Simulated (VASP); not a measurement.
Input:

```
AlNb
1.0
    2.94456     0.00000     0.00000
   -1.47228     2.55007     0.00000
    0.00000     0.00000     9.25662
Nb Al
2 2
Direct
  0.00000   0.00000   0.00000
  0.00000   0.00000   0.50000
  0.33333   0.66667   0.25000
  0.66667   0.33333   0.75000
```

All values below come from PBE GGA, VASP's PBE PAW potentials (set 64) (plane waves; VASP). Numerical set-up: 400 eV cut-off, 13×13×4 Γ-centred mesh, tetrahedra with Blöchl corrections, potentials Nb_sv Al.

Predict the energy per atom (σ→0), band gap (on the k-mesh) with the smallest direct gap where there is one.

```yaml
band gap (on the k-mesh): none (metal, semimetal or under 0.01 eV)
energy per atom (σ→0): -7.169 eV/atom
```

The structure was generated: NbAl was put into the NiAs type type (P6_3/mmc), which need not be its known phase. It was relaxed first, which changed the volume by -38 %.
